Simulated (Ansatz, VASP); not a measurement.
Two plane-wave programs on CsAs

INCAR

```
ALGO = Fast
EDIFF = 1E-6
ENCUT = 520
GGA = PE
ISIF = 2
ISMEAR = -1
LASPH = T
LCHARG = F
LREAL = F
LWAVE = F
NELM = 60
PREC = Accurate
SIGMA = 0.05
```

Contents of KPOINTS:

```
k-points
0
Gamma
  6 6 6
```

The input POSCAR:

```
CsAs
1.0
    4.2949400000      0.0000000000      0.0000000000
    0.0000000000      4.2949400000      0.0000000000
    0.0000000000      0.0000000000      4.2949400000
Cs As
1 1
Direct
    0.0000000000      0.0000000000      0.0000000000
    0.5000000000      0.5000000000      0.5000000000
```

File input.yaml:

```yaml
crystal:
  lattice:
    - [4.29494, 0.0, 0.0]
    - [0.0, 4.29494, 0.0]
    - [0.0, 0.0, 4.29494]
  atoms:
    - { symbol: Cs, position: [0.0, 0.0, 0.0] }
    - { symbol: As, position: [0.5, 0.5, 0.5] }
hamiltonian:
  xc: pbe
  pseudopotentials: { kind: paw }
kpoints:
  mp_grid: { grid: [6, 6, 6] }
scf:
  occupations: { method: fermi_dirac, width: 0.05 }
output:
  forces: true
  stress: true
  eigenvalues: true
```

Change from the starting cell: strain = 0.0.

Alike in both runs: task single point; functional PBE; k mesh 6 × 6 × 6; occupations fermi-dirac, width 0.05 eV; no spin polarisation.

|  | VASP | Ansatz |
| --- | --- | --- |
| version | VASP 6.6.1 | Ansatz 0.2.0 |
| potentials or method | VASP PAW PBE potentials, release 64 (Cs_sv, As) | Ansatz PAW |
| plane-wave cutoff (eV) | 520 | 420 |
| valence electrons in the cell | 14 | 24 |

|  | VASP | Ansatz | Ansatz less VASP |
| --- | --- | --- | --- |
| gap on the k mesh at the Fermi level (eV) | none | none | - |
| pressure (GPa) | 0.0 | 0.0 | -0.05 |

A gap of «none» marks a metal or a gap that the smearing closes. With one functional, cell and mesh, what is left measures potentials, basis and numerics. The two sets of potentials don't hold the same shells in valence.

Spin-orbit coupling is left out, which matters for the levels of Cs.
